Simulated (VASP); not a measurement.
Energy against volume of CaO (rock salt). Method: PBE GGA with D4 dispersion, VASP's PBE PAW potentials (set 64) (plane waves; VASP).

```json
[
 {"V (Å³/atom)": "13.076", "E (eV/atom)": "-6.54447"},
 {"V (Å³/atom)": "13.493", "E (eV/atom)": "-6.55926"},
 {"V (Å³/atom)": "13.911", "E (eV/atom)": "-6.56398"},
 {"V (Å³/atom)": "14.328", "E (eV/atom)": "-6.56012"},
 {"V (Å³/atom)": "14.745", "E (eV/atom)": "-6.54897"}
]
```

**Question.** Fit a third-order Birch-Murnaghan equation of state.

**Answer.** 
| Item | Value |
|---|---|
| volume per atom | 13.92 Å³/atom |
| bulk modulus | 109 GPa |
| pressure derivative of the bulk modulus | 4.39 |
| lattice constant a | 0.4811 nm |

Measured: a 4.781 Å at 0 K (computed value off by +0.6 %), as given by Wei Chen et al., Physical Review Materials (2018), doi:10.1103/physrevmaterials.2.073803 [zero-point anharmonic expansion removed].

The compound is CaO in the rock salt structure. It was relaxed first.
